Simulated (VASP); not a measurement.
A convergence study with VASP on MoS₂ (atoms displaced from the space group 194 structure): a few settings are varied, all else stays as given below, so the limit is that of these other settings. The cell's lengths are 1 % over those of the tabulated start and one atom is moved, so it is off equilibrium.

```yaml
crystal:
  lattice:
    - [1.59580, -2.76401, 0.00000]
    - [1.59580, 2.76401, 0.00000]
    - [0.00000, 0.00000, 12.42300]
  atoms:
    - { symbol: Mo, position: [0.33333, 0.66667, 0.25000] }
    - { symbol: Mo, position: [0.66667, 0.33333, 0.75000] }
    - { symbol: S, position: [0.33333, 0.66667, 0.87900] }
    - { symbol: S, position: [0.66667, 0.33333, 0.37900] }
    - { symbol: S, position: [0.66667, 0.33333, 0.12100] }
    - { symbol: S, position: [0.35232, 0.68565, 0.62100] }
```

All values below come from PBEsol GGA, VASP's PBE PAW potentials (set 64) (plane waves; VASP). The last row used: 900 eV cut-off, 7×7×2 Γ-centred mesh, Gaussian smearing of 0.050 eV, potentials Mo_sv S_h.

Energies of different potentials or hybrids have different zeros.

```json
[
 {"setting": "ENCUT = 300, POTCAR Mo_sv S", "E (eV/atom)": "-7.7840", "pressure (GPa)": "-8.42", "largest force (eV/Å)": "1.155", "plane waves": "1320"},
 {"setting": "ENCUT = 400, POTCAR Mo_sv S", "E (eV/atom)": "-7.7847", "pressure (GPa)": "-8.31", "largest force (eV/Å)": "1.161", "plane waves": "2018"},
 {"setting": "ENCUT = 520, POTCAR Mo_sv S", "E (eV/atom)": "-7.7852", "pressure (GPa)": "-8.08", "largest force (eV/Å)": "1.162", "plane waves": "2976"},
 {"setting": "ENCUT = 700, POTCAR Mo_sv S", "E (eV/atom)": "-7.7855", "pressure (GPa)": "-8.04", "largest force (eV/Å)": "[?]", "plane waves": "4630"},
 {"setting": "ENCUT = 900, POTCAR Mo_sv S", "E (eV/atom)": "-7.7855", "pressure (GPa)": "-8.03", "largest force (eV/Å)": "1.165", "plane waves": "6752"},
 {"setting": "ENCUT = 300, POTCAR Mo S", "E (eV/atom)": "-7.7672", "pressure (GPa)": "-8.62", "largest force (eV/Å)": "1.156", "plane waves": "1320"},
 {"setting": "ENCUT = 400, POTCAR Mo S", "E (eV/atom)": "-7.7715", "pressure (GPa)": "-8.14", "largest force (eV/Å)": "1.158", "plane waves": "2018"},
 {"setting": "ENCUT = 520, POTCAR Mo S", "E (eV/atom)": "-7.7719", "pressure (GPa)": "-8.16", "largest force (eV/Å)": "1.157", "plane waves": "2976"},
 {"setting": "ENCUT = 700, POTCAR Mo S", "E (eV/atom)": "-7.7723", "pressure (GPa)": "-8.10", "largest force (eV/Å)": "1.159", "plane waves": "4630"},
 {"setting": "ENCUT = 900, POTCAR Mo S", "E (eV/atom)": "-7.7723", "pressure (GPa)": "-8.10", "largest force (eV/Å)": "1.159", "plane waves": "6752"},
 {"setting": "ENCUT = 300, POTCAR Mo_pv S", "E (eV/atom)": "-7.7786", "pressure (GPa)": "-8.78", "largest force (eV/Å)": "1.186", "plane waves": "1320"},
 {"setting": "ENCUT = 400, POTCAR Mo_pv S", "E (eV/atom)": "-7.7806", "pressure (GPa)": "-8.38", "largest force (eV/Å)": "1.191", "plane waves": "2018"},
 {"setting": "ENCUT = 520, POTCAR Mo_pv S", "E (eV/atom)": "[?]", "pressure (GPa)": "-8.38", "largest force (eV/Å)": "1.191", "plane waves": "2976"},
 {"setting": "ENCUT = 700, POTCAR Mo_pv S", "E (eV/atom)": "-7.7812", "pressure (GPa)": "-8.33", "largest force (eV/Å)": "1.193", "plane waves": "4630"},
 {"setting": "ENCUT = 900, POTCAR Mo_pv S", "E (eV/atom)": "-7.7812", "pressure (GPa)": "-8.33", "largest force (eV/Å)": "1.193", "plane waves": "6752"},
 {"setting": "ENCUT = 300, POTCAR Mo_sv S_h", "E (eV/atom)": "-7.7724", "pressure (GPa)": "-8.35", "largest force (eV/Å)": "1.109", "plane waves": "1320"},
 {"setting": "ENCUT = 400, POTCAR Mo_sv S_h", "E (eV/atom)": "-7.7787", "pressure (GPa)": "-8.47", "largest force (eV/Å)": "1.139", "plane waves": "2018"},
 {"setting": "ENCUT = 520, POTCAR Mo_sv S_h", "E (eV/atom)": "-7.7815", "pressure (GPa)": "-8.04", "largest force (eV/Å)": "1.150", "plane waves": "2976"},
 {"setting": "ENCUT = 700, POTCAR Mo_sv S_h", "E (eV/atom)": "-7.7822", "pressure (GPa)": "-7.93", "largest force (eV/Å)": "1.151", "plane waves": "4630"},
 {"setting": "ENCUT = 900, POTCAR Mo_sv S_h", "E (eV/atom)": "-7.7819", "pressure (GPa)": "-7.93", "largest force (eV/Å)": "1.151", "plane waves": "6752"}
]
```

Question: Some entries are withheld; supply them.

Answer: 
- ENCUT = 700, POTCAR Mo_sv S, largest force (eV/Å): 1.164
- ENCUT = 520, POTCAR Mo_pv S, E (eV/atom): -7.7809

Left out are rungs that failed or repeat a setting and relaxations that didn't move; long series are thinned to 24 rows.

The compound is MoS2 in the 2H layered structure. The cell was not relaxed at this level, it is distorted from the ideal structure.
